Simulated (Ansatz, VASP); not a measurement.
# Cross-check of TiC between VASP and Ansatz

Aim: how closely do two programs agree when they are given the same cell, functional and k mesh? The cell is generated by rule, not measured, and may not be a known phase. The cell is taken from a series of runs on this material, whose earlier steps may have relaxed, scaled, displaced or heated it; both programs get it as it stands.

Method: plane waves, with VASP 6.6.1 beside it; relaxation of cell and atoms at PBEsol, in Ansatz 0.2.0.

### 1. The structure

It takes space group P6_3/mmc (No. 194, hexagonal). The conventional cell has a = 3.127 Å, b = 3.127 Å, c = 4.667 Å, α = 90.00°, β = 90.00°, γ = 120.00°. Nearest to Ti lie 6 C at 2.15 Å. Nearest to C lie 6 Ti at 2.15 Å. Farther neighbours are not listed.

Coordinates:

```xyz
4
Lattice="3.1274 0.0000 0.0000 -1.5637 2.7084 0.0000 0.0000 0.0000 4.6671" Properties=species:S:1:pos:R:3 pbc="T T T"
Ti    0.0000    1.8056    3.5003
Ti    1.5637    0.9028    1.1668
C     0.0000    0.0000    0.0000
C     0.0000    0.0000    2.3335
```

### 2. VASP: relaxation of cell and atoms, PBEsol, pair 1

The relaxed volume is the usual yardstick between codes: in a stiff, nearly cubic crystal its relative difference is about their pressure difference at one cell divided by the bulk modulus.

Lines of VASP's logs that name or quote its potential files are left out, and so is its time.

The input, INCAR:

```
SYSTEM = TiC
PREC = Accurate
ENCUT = 600
EDIFF = 1E-07
NELM = 120
ISMEAR = 1
SIGMA = 0.15
LREAL = .FALSE.
ALGO = Normal
GGA = PS
NBANDS = 22
LASPH = .TRUE.
LORBIT = 11
LWAVE = .FALSE.
LCHARG = .FALSE.
ISIF = 3
IBRION = 2
NSW = 80
EDIFFG = -0.005
GGA_COMPAT = .FALSE.
NELMIN = 4
KPAR = 2
```

The input, POSCAR:

```
TiC
1.0
    3.1274340000      0.0000000000      0.0000000000
   -1.5637170000      2.7084370000      0.0000000000
    0.0000000000      0.0000000000      4.6670970000
Ti C
2 2
Direct
    0.3333333949      0.6666667897      0.7500000536
    0.6666666051      0.3333332103      0.2499999464
    0.0000000000      0.0000000000      0.0000000000
    0.0000000000      0.0000000000      0.5000001071
```

The input, KPOINTS:

```
Automatic mesh
0
Gamma
15 15 8
0 0 0
```

Potentials, in the order of the species: Ti_sv and C (PBE family, release 64).

Started as:

```
$ mpirun -np 2 vasp_std
```

Numbers of over 12 decimals in the logs are rounded to 6 here.

Output:

```text
[banner, memory and clock lines left out]
running    2 mpi-ranks, on    1 nodes
 distrk:  each k-point on    1 cores,    2 groups
 distr:  one band on    1 cores,    1 groups

 POSCAR found type information on POSCAR TiC
 POSCAR found :  2 types and       4 ions
|                                                                             |
|               ----> ADVICE to this user running VASP <----                  |
|                                                                             |
|     You enforced a specific xc type in the INCAR file but a different       |
|     [... a line on the potential file left out ...]
|     I HOPE YOU KNOW WHAT YOU ARE DOING!                                     |
|                                                                             |

 LDA part: xc-table for (Slater+PW92), standard interpolation
 POSCAR, INCAR and KPOINTS ok, starting setup
 FFT: planning ... GRIDC
 FFT: planning ... GRID_SOFT
 FFT: planning ... GRID
 WAVECAR not read
 entering main loop
       N       E                     dE             d eps       ncg     rms          rms(c)
DAV:   1     0.371445502982E+03    0.37145E+03   -0.17899E+04  5948   0.200E+03
DAV:   2     0.288148169105E+01   -0.36856E+03   -0.35435E+03  6024   0.532E+02
DAV:   3    -0.456439209967E+02   -0.48525E+02   -0.47006E+02 10536   0.158E+02
DAV:   4    -0.483102668662E+02   -0.26663E+01   -0.26515E+01  7700   0.377E+01
DAV:   5    -0.484589229094E+02   -0.14866E+00   -0.14861E+00  8756   0.742E+00    0.266E+01
DAV:   6    -0.398430975155E+02    0.86158E+01   -0.73419E+01  7944   0.740E+01    0.841E+00
DAV:   7    -0.391083421484E+02    0.73476E+00   -0.91416E+00  7870   0.253E+01    0.637E+00
DAV:   8    -0.391092674986E+02   -0.92535E-03   -0.10384E+00  6990   0.815E+00    0.198E+00
DAV:   9    -0.390833734079E+02    0.25894E-01   -0.11721E-01  7870   0.272E+00    0.602E-01
DAV:  10    -0.390895468694E+02   -0.61735E-02   -0.56125E-02  7142   0.182E+00    0.531E-01
DAV:  11    -0.390848719106E+02    0.46750E-02   -0.21485E-02  7336   0.936E-01    0.681E-02
DAV:  12    -0.390850198015E+02   -0.14789E-03   -0.10942E-03  8696   0.225E-01    0.835E-02
DAV:  13    -0.390849431024E+02    0.76699E-04   -0.25058E-04  8172   0.766E-02    0.121E-02
DAV:  14    -0.390849434262E+02   -0.32381E-06   -0.73436E-06  7188   0.216E-02    0.509E-03
DAV:  15    -0.390849431290E+02    0.29723E-06   -0.13788E-06  6914   0.733E-03    0.155E-03
DAV:  16    -0.390849431105E+02    0.18476E-07   -0.58400E-08  4674   0.250E-03
   1 F= -.39084943E+02 E0= -.39084805E+02  d E =-.390849E+02
[...]
2 F= -.39084939E+02 E0= -.39084797E+02  d E =0.379539E-05
[...]
3 F= -.39084972E+02 E0= -.39084832E+02  d E =-.291823E-04
 curvature:  -0.24 expect dE=-0.267E-05 dE for cont linesearch -0.404E-10
 trial: gam= 0.09150 g(F)=  0.478E-40 g(S)=  0.111E-04 ort = 0.142E-06 (trialstep = 0.897E+00)
 search vector abs. value=  0.121E-04
 bond charge predicted
       N       E                     dE             d eps       ncg     rms          rms(c)
DAV:   1    -0.390849921879E+02   -0.19905E-04   -0.91080E-04  6438   0.401E-01    0.306E-02
DAV:   2    -0.390849841391E+02    0.80488E-05   -0.52237E-05  6368   0.820E-02    0.165E-02
DAV:   3    -0.390849791527E+02    0.49864E-05   -0.62104E-06  8650   0.302E-02    0.302E-03
DAV:   4    -0.390849792185E+02   -0.65749E-07   -0.13882E-06  7702   0.105E-02    0.200E-03
DAV:   5    -0.390849792834E+02   -0.64906E-07   -0.91748E-08  4694   0.392E-03
   4 F= -.39084979E+02 E0= -.39084837E+02  d E =-.699051E-05
 trial-energy change:   -0.000007  1 .order   -0.000007   -0.000010   -0.000005
 step:   1.7363(harm=  1.7363)  dis= 0.00000  next Energy=   -39.084982 (dE=-0.964E-05)
 reached required accuracy - stopping structural energy minimisation
```

Parts of OUTCAR (step 2):

```text
ion  position               nearest neighbor table
   1  0.333  0.667  0.750-   3 2.15   3 2.15   4 2.15   4 2.15   3 2.15   4 2.15
   2  0.667  0.333  0.250-   3 2.15   3 2.15   3 2.15   4 2.15   4 2.15   4 2.15
   3  0.000  0.000  0.000-   2 2.15   1 2.15   2 2.15   1 2.15   2 2.15   1 2.15
   4  0.000  0.000  0.500-   1 2.15   1 2.15   1 2.15   2 2.15   2 2.15   2 2.15

  LATTYP: Found a hexagonal cell.
 ALAT       =     3.1274340000
 C/A-ratio  =     1.4923087106

 Subroutine GETGRP returns: Found 24 space group operations
 (whereof 12 operations were pure point group operations)

The static configuration has the point symmetry D_3d.
 The point group associated with its full space group is D_6h.

 Found    135 irreducible k-points:

   k-points           NKPTS =    135   k-points in BZ     NKDIM =    135   number of bands    NBANDS=     22

   dimension x,y,z NGX =    28 NGY =   28 NGZ =   40
   dimension x,y,z NGXF=    56 NGYF=   56 NGZF=   80

   ENCUT  =  600.0 eV  44.10 Ry    6.64 a.u.   6.25  6.25  9.32*2*pi/ulx,y,z

   NELECT =      32.0000    total number of electrons

 k-points in reciprocal lattice and weights: Automatic mesh
   0.00000000  0.00000000  0.00000000       0.001
   0.06666667  0.00000000  0.00000000       0.003
   0.13333333 -0.00000000  0.00000000       0.003
   0.20000000  0.00000000  0.00000000       0.003
   0.26666667 -0.00000000  0.00000000       0.003
   0.33333333  0.00000000  0.00000000       0.003
   0.40000000  0.00000000  0.00000000       0.003
   0.46666667  0.00000000  0.00000000       0.003
   0.06666667  0.06666667  0.00000000       0.003
[...]
0.33333333  0.26666667  0.50000000       0.007
   0.33333333  0.33333333  0.50000000       0.001

 average (electrostatic) potential at core
       1 -70.3486       2 -70.3486       3 -44.5708       4 -44.5707

 E-fermi :  10.1053

 k-point     1 :       0.0000    0.0000    0.0000
  band No.  band energies     occupation
    ...
     11       3.1006      2.00000
     12       6.7352      2.00000
     13       6.7352      2.00000
     14       9.0164      2.00000
     15       9.0164      2.00000
     16      10.7010     -0.00000
     17      10.7010     -0.00000
     18      10.7754     -0.00000
     19      10.8353     -0.00000
     20      10.8353     -0.00000
    ...

 k-point     2 :       0.0667    0.0000    0.0000
  band No.  band energies     occupation
    ...
     11       3.1789      2.00000
     12       6.5696      2.00000
     13       6.7978      2.00000
     14       8.7816      2.00000
     15       8.8155      2.00000
     16      10.4441     -0.00637
     17      10.7740     -0.00000
     18      10.8811     -0.00000
     19      11.0052     -0.00000
     20      11.0820     -0.00000
    ...

 k-point     3 :       0.1333   -0.0000    0.0000
  band No.  band energies     occupation
    ...
     12       6.1531      2.00000
     13       6.9805      2.00000
     14       8.3037      2.00000
     15       8.3786      2.00000
     16       9.9018      2.06645
     17      10.9869     -0.00000
     18      11.1457     -0.00000
     19      11.3535     -0.00000
     20      11.5865     -0.00000
     21      13.6672      0.00000
    ...

  Total        0.0000002      0.0000002     -0.0156849      0.0000000      0.0000000      0.0000000
  in kB        0.0000074      0.0000074     -0.6351582      0.0000000      0.0000000      0.0000000
  external PRESSURE =      -0.2117145 kB  Pullay stress =       0.0000000 kB

  energy-cutoff  :      600.00
  volume of cell :       39.56
      direct lattice vectors                 reciprocal lattice vectors
     3.129046567  0.000000000 -0.000000000     0.319586167  0.184513180  0.000000000
    -1.564523283  2.709833523 -0.000000000    -0.000000000  0.369026360  0.000000000
     0.000000000 -0.000000000  4.666119829     0.000000000  0.000000000  0.214310827

 POSITION                                       TOTAL-FORCE (eV/Angst)
 -----------------------------------------------------------------------------------
      0.00000      1.80656      3.49959         0.000000      0.000000      0.000000
      1.56452      0.90328      1.16653        -0.000000     -0.000000     -0.000000
     -1.56452      2.70983     -0.00000        -0.000000     -0.000000      0.000000
     -1.56452      2.70983      2.33306        -0.000000     -0.000000      0.000000
 -----------------------------------------------------------------------------------
    total drift:                               -0.000233     -0.000087     -0.000440

  FREE ENERGIE OF THE ION-ELECTRON SYSTEM (eV)
  ---------------------------------------------------
  free  energy   TOTEN  =       -39.0849792834 eV

  energy  without entropy=      -39.0845518267  energy(sigma->0) =      -39.08483680

 reached required accuracy - stopping structural energy minimisation

 total charge
# of ion       s       p       d       tot
------------------------------------------
    1        2.205   6.254   2.032  10.490
    2        2.205   6.254   2.032  10.490
    3        0.891   1.482   0.000   2.372
    4        0.891   1.482   0.000   2.372
--------------------------------------------------
tot          6.192  15.470   4.063  25.725

[... 3 further parts left out ...]
```

CONTCAR:

```
TiC
   1.00000000000000
     3.1290465668416174    0.0000000000000000   -0.0000000000000000
    -1.5645232834208087    2.7098335233973940   -0.0000000000000000
     0.0000000000000000   -0.0000000000000000    4.6661198289761305
  Ti              C
     2     2
Direct
     0.3333333949000021    0.6666667897000025    0.7500000535999973
     0.6666666050999979    0.3333332102999975    0.2499999464000027
     0.0000000000000000    1.0000000000000000    0.0000000000000000
     0.0000000000000000    1.0000000000000000    0.5000001071000000
```

The run keeps the 24 symmetry operations of its start, so it cannot find a distortion of lower symmetry.

### 3. Ansatz: relaxation of cell and atoms, PBEsol, pair 1

Ansatz runs on its default PAW (the set named soft_2) files.

The same cell, functional, mesh and smearing now go to Ansatz, which takes its cutoff from its data sets.

The input, input.yaml:

```yaml
crystal:
  lattice:
    - [3.1274340621, 0.0, 0.0]
    - [-1.563717031, 2.7084373464, 0.0]
    - [0.0, 0.0, 4.6670974428]
  atoms:
    - { symbol: Ti, position: [0.3333333333, 0.6666666667, 0.75] }
    - { symbol: Ti, position: [0.6666666667, 0.3333333333, 0.25] }
    - { symbol: C, position: [0.0, 0.0, 0.0] }
    - { symbol: C, position: [0.0, 0.0, 0.5] }
kpoints:
  mp_grid: { grid: [15, 15, 8] }
hamiltonian:
  xc: pbesol
scf:
  occupations: { method: methfessel_paxton, width: 0.15 }
output:
  forces: true
  stress: true
  eigenvalues: true
relax:
  adjacent_minimum: "off"
  f_tol: 0.001
  max_steps: 60
  cell: { stress_tol: 0.01 }
```

Started as:

```
$ ansatz run input.yaml --threads 4 --pin off --max-ram 7168MiB --backend cpu --events-out ev --progress --plain --runs-dir out
```

Output:

```text
Engine: ansatz 0.2.0, aarch64-unknown-linux-gnu
Pseudopotentials: kind: paw
Pseudopotential: Ti, paw, valence charge 12, recommended cutoff 420 eV (normal), Ti.paw.azcp
Pseudopotential: C, paw, valence charge 4, recommended cutoff 420 eV (normal), C.paw.azcp
Functional definition: PBEsol
  exchange = pbesol_x
  correlation = pbesol_c
Crystal: 4 atoms, lattice volume = 39.532 Å³
Basis set: ecut = 420 eV, 771 PW (Γ), exchange–correlation on 48×48×64 points (8 copies of the dense FFT grid, shifted against one another)
Bands: 20, of which v1, the nominal top of the filled ones, is band 16 counted from 1 (15 counted from 0)
Symmetry: 24 space group operations
Space group: P63/mmc (ITA 194), of the structure as read, at distance tolerance 3.4e-5 Å
k-points: 135 of 1800
Non-local potential: Ti, projectors of the file, l = 0: 3, l = 1: 2, l = 2: 3, l = 3: 1
Non-local potential: C, projectors of the file, l = 0: 2, l = 1: 2, l = 2: 1
PAW form: soft (Blöchl's): semilocal exchange-correlation on the pseudo side does not see the compensation charge
PAW frozen core: Ti, regenerated for the run's functional, and the local potential with it (the file was generated under x = pbe(κ = 0.804, μ = 0.219515), c = pbe(β = 0.066725))
PAW frozen core: C, regenerated for the run's functional, and the local potential with it (the file was generated under x = pbe(κ = 0.804, μ = 0.219515), c = pbe(β = 0.066725))
PAW one-centre angular grid: Ti, 590 points (default); XC on 64 Gauss nodes
PAW one-centre angular grid: C, 110 points (default); XC on 64 Gauss nodes
Initial density: superposition of atomic densities (neutral atoms: chi_scale 0, normalization atom), corrected by the library's trained network
Initial wavefunctions: pseudopotential atomic-orbital guess
Functional: x = pbesol(κ = 0.804, μ = 0.123457), c = pbesol(β = 0.046)
SCF iter   1: F=—  HF=-5444.345860 eV  |F-HF|=—  |Δ(HF+E_count)|=         —  Δρ=1.57e-2  dr2=1.28e-1  ethr=1.77e-3  ⟨swp⟩=4.3  Hψ=10926  notcnv=0
preconditioner: auto → none  [metal: Δε(μ)=0.047 eV  Ē_g=6.897 eV  σ=0.150 eV  W_gap=0.26  n_scr=8 (ndim 8)  ℏωp=23.6 eV  f_vac=0.000  D(μ)=0.70/eV (n_scr^D=2)  sad-step TF]
SCF iter   2: F=—  HF=-5444.322552 eV  |F-HF|=—  |Δ(HF+E_count)|=   2.33e-2  S|Δr|=    0.00e0  Δρ=7.15e-3  dr2=2.58e-2  ethr=4.00e-4  ⟨swp⟩=1.0  Hψ=3780  notcnv=0
SCF iter   3: F=—  HF=-5444.316483 eV  |F-HF|=—  |Δ(HF+E_count)|=   6.07e-3  S|Δr|=    0.00e0  Δρ=1.04e-3  dr2=4.35e-4  ethr=8.05e-5  ⟨swp⟩=2.0  Hψ=3740  notcnv=0
SCF iter   4: F=—  HF=-5444.316413 eV  |F-HF|=—  |Δ(HF+E_count)|=   7.04e-5  S|Δr|=    0.00e0  Δρ=3.82e-4  dr2=4.31e-5  ethr=1.36e-6  ⟨swp⟩=2.5  Hψ=4631  notcnv=0
SCF iter   5: F=—  HF=-5444.316401 eV  |F-HF|=—  |Δ(HF+E_count)|=   1.18e-5  S|Δr|=    0.00e0  Δρ=9.65e-5  dr2=2.82e-6  ethr=1.35e-7  ⟨swp⟩=2.1  Hψ=3565  notcnv=0
SCF iter   6: F=-5444.316401 eV  HF=-5444.316401 eV  |F-HF|=2.29e-8  |Δ(HF+E_count)|=   7.37e-8  S|Δr|=    0.00e0  Δρ=1.26e-5  dr2=4.66e-8  ethr=3.13e-10  ⟨swp⟩=2.9  Hψ=9616  notcnv=0
SCF 1 converged in 6 iterations: F = -5444.316401 eV  dr2 = 4.66e-8
  greatest PAW one-centre occupation: 0.999 electrons in one spin orbital (limit 2), on the Ti atom at site 1 (counted from 0), in its partial waves of l = 0
relax step   1: F+E_penalty+E_count = -5444.31640104 eV  Δ(F+E_penalty+E_count) = +0.000e0 eV  max|allowed force component| = 2.961e-16 eV/Å  Δτ_max = 0.0000 Å  P = +0.008 GPa  Ω = 39.532 Å³  (6 SCF iters, dr2 threshold 1.00e-7 eV, accepted)
[...]
relax step   2: F+E_penalty+E_count = -5444.31640307 eV  Δ(F+E_penalty+E_count) = -2.034e-6 eV  max|allowed force component| = 2.405e-16 eV/Å  Δτ_max = 0.0000 Å  P = -0.002 GPa  Ω = 39.533 Å³  energy of the carried Pulay correction = -3.528e-6 eV  (4 SCF iters, dr2 threshold 1.22e-8 eV, accepted)
[...]
relax step   3: F+E_penalty+E_count = -5444.31640337 eV  Δ(F+E_penalty+E_count) = -2.928e-7 eV  max|allowed force component| = 1.480e-16 eV/Å  Δτ_max = 0.0000 Å  P = -0.001 GPa  Ω = 39.533 Å³  energy of the carried Pulay correction = -3.309e-6 eV  (4 SCF iters, dr2 threshold 2.96e-10 eV, accepted)
[...]
relax step   4: F+E_penalty+E_count = -5444.31640338 eV  Δ(F+E_penalty+E_count) = -1.310e-8 eV  max|allowed force component| = 2.498e-16 eV/Å  Δτ_max = 0.0000 Å  P = -0.000 GPa  Ω = 39.533 Å³  stress off target by 1.31e-3 GPa  SCF on the basis re-selected at this cell (its energy is not comparable with the rows above)  (5 SCF iters)
basis re-selected at this cell: Δ(F+E_penalty+E_count) = -1.310e-8 eV, ΔP = +0.000 GPa vs the last step (what re-selecting the basis moved, of the pressure what is left beyond the Pulay correction that the steps carried, after the strain that the cell walked since its last selection, with what the two solves' SCF thresholds leave and, on support functions, any second-order correction that the steps lacked; it is no m [...]
SCF converged after 5 iterations
Stability not checked: this state was not tested for a lower state beside it, because cold or Methfessel-Paxton smearing, or corrected tetrahedra, fill the levels in a way that the test cannot read (fill_not_monotonic; see scf.lower_state_search)
Free energy (F): -5444.316403 eV
Harris-Foulkes:  -5444.316403 eV  (|F-HF|=9.09e-13)
Internal energy: -5444.315969 eV  (E = F + TS)
E sigma→0 (E₀):  -5444.316295 eV
Entropy (-TS):   -0.000434 eV (-0.109 meV/atom)
Fermi energy:    15.546727 eV
--- Per-component energies (eV) ---
  E_band       = -204.075757
  E_kinetic    = 726.541852
  E_local      = -1528.130768  (includes V_loc(G=0)·N_el)
  E_nonlocal   = 67.639787
  E_hartree    = 624.459949
  E_xc         = -293.438693
  E_vxc        = -367.901425  (∫ρ·V_xc dr)
  E_paw        = -2233.251806  (= ΣΔE_a)
  E_vpaw       = -351.145382  (= ΣTr[D̂ρ^β])
  E_aug_tail   = 0.000276  (compensation charges beyond the density's cutoff)
  E_ewald      = -2808.457537
  E_core_change = 0.320970  (= ΣΔE_core)
  E_smearing   = -0.000434  (= −TS)
  E_closure    = 0.000000  (closes the sum)
  Σ components = -5444.316403   (vs F -5444.316403, Δ=0.00e0)
--- Forces (eV/Å), atoms counted from 1 ---
  atom   1  Ti    -0.00000000    -0.00000000    -0.00000000
  atom   2  Ti     0.00000000     0.00000000     0.00000000
  atom   3  C      0.00000000    -0.00000000     0.00000000
  atom   4  C     -0.00000000     0.00000000     0.00000000
  max |Σ_I F_I| component: 3.70e-17 eV/Å
--- Stress (GPa, compression-positive) ---
       -0.000007      -0.000000      -0.000000
       -0.000000      -0.000007      -0.000000
       -0.000000      -0.000000      -0.001315
  P = ⅓ Tr σ = -0.0004 GPa (-0.004 kbar)
--- Band table (eV; the first three rows and the last of 135) ---
  k-point 0: bands = [... 12 lower, 12.1688, 14.4537, 14.4537, 16.1494, 16.1494, 16.2210, 16.2847, 16.2847]
  k-point 1: bands = [... 12 lower, 12.1916, 14.1507, 14.1507, 15.9678, 16.4147, 16.4147, 16.5111, 16.5111]
  k-point 2: bands = [... 12 lower, 12.2717, 13.6095, 13.6095, 15.2371, 16.7758, 16.7758, 17.1832, 17.1832]
  k-point 134: bands = [... 12 lower, 12.5481, 12.5481, 13.3266, 13.3266, 16.8474, 16.8474, 17.5488, 17.5488]
--- Relaxed structure (3 steps of the walk, 3 accepted, 1 SCFs on fresh bases) ---
  F+E_penalty+E_count = -5444.31640338 eV   max|allowed force component| = 2.498e-16 eV/Å   (the final SCF, on the basis selected at the relaxed cell)
  cell:  # Å, volume = 39.5326 Å³
    - [3.128050, -2.8873217202082087e-11, 0]
    - [-1.564025, 2.708971, 0]
    - [0, 0, 4.665275]
  atoms:
    - { symbol: Ti, position: [0.333333, 0.666667, 0.75] }
    - { symbol: Ti, position: [0.666667, 0.333333, 0.25] }
    - { symbol: C, position: [0, 0, 0] }
    - { symbol: C, position: [0, 0, 0.5] }
```

### 4. Differences

Known differences besides the potentials themselves: the cutoff is 420 eV in Ansatz and 600 eV in VASP; Ansatz makes its cores anew for this functional, VASP keeps those of its PBE data sets; Ansatz adds a Pulay correction to the stress that steers its cell, VASP none. Total energies have different zeros and are not compared.

Compared:

| quantity | Ansatz | VASP | difference |
| --- | --- | --- | --- |
| volume (Å³) | 39.53 | 39.56 | -0.08 % |
| edge a after relaxation, in the typed setting (Å) | 3.128 | 3.129 | -0.03 % |
| edge c after relaxation, in the typed setting (Å) | 4.665 | 4.666 | -0.02 % |

(Part 1 of 2 ends here.)

[Lines on the potential files, build, host, timing and source positions are cut from VASP's logs without a mark.]

[Logs are printed without paths, hosts, clocks, repeated set-up lines and the standing remarks that a program may print on its own settings, such as how far it seeks lower states.]

[Hosts, paths, dates, database ids (printed as entryN), source tags and the programs' standing remarks are cut or masked in the printed files.]
